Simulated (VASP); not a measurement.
Input of a VASP 6.6.1 run:

INCAR

```
ALGO = Normal ; EDIFF = 1E-7
ENCUT = 520 ; GGA = PE
ISIF = 2 ; ISMEAR = -1
LASPH = True ; LCHARG = True
LELF = True ; LREAL = False
LVHAR = True ; LWAVE = False
NBANDS = 43 ; NELM = 100
PREC = Accurate ; SIGMA = 0.05
```

Contents of KPOINTS:

```
k-points
0
Gamma
  7 7 5
```

File POSCAR:

```
BaCuSO
1.0
    1.9866810000     -6.3595160000      0.0000000000
    1.9866810000      6.3595160000      0.0000000000
    0.0000000000      0.0000000000      6.1436350000
Ba Cu S O
2 2 2 2
Direct
    0.1036940000      0.8963060000      0.2500000000
    0.8963060000      0.1036940000      0.7500000000
    0.6029950000      0.3970050000      0.7500000000
    0.3970050000      0.6029950000      0.2500000000
    0.1837020000      0.8162980000      0.7500000000
    0.8162980000      0.1837020000      0.2500000000
    0.5000000000      0.5000000000      0.0000000000
    0.5000000000      0.5000000000      0.5000000000
```

Potentials or basis: VASP PAW PBE potentials, release 64 (Ba_sv, Cu, S, O).

Run with:

```console
$ cat potpaw_PBE.64/Ba_sv/POTCAR potpaw_PBE.64/Cu/POTCAR potpaw_PBE.64/S/POTCAR potpaw_PBE.64/O/POTCAR > POTCAR
$ mpirun -np 1 vasp_std > vasp.out
```

**Question.** Predict the largest force.

**Answer.** 0.116 eV/Å.

**Question.** Estimate the band gap on the k mesh.

**Answer.** None (metal or under the smearing width).

**Question.** What does it give for the pressure?

**Answer.** 0.5 GPa.

Forces on the atoms (eV/Å):
```
Ba   0.000 -0.046  0.000
Ba   0.000  0.046  0.000
Cu   0.000  0.000  0.000
Cu   0.000  0.000  0.000
S    0.000 -0.116  0.000
S    0.000  0.116  0.000
O    0.000  0.000  0.000
O    0.000  0.000  0.000
```

Caveat: the run has no spin polarisation, though such a crystal can be magnetic; semilocal functionals often make such compounds metallic where correlation or magnetic order opens a gap, which also shifts bond lengths. The run has no spin-orbit coupling, so splittings on Ba are missing.
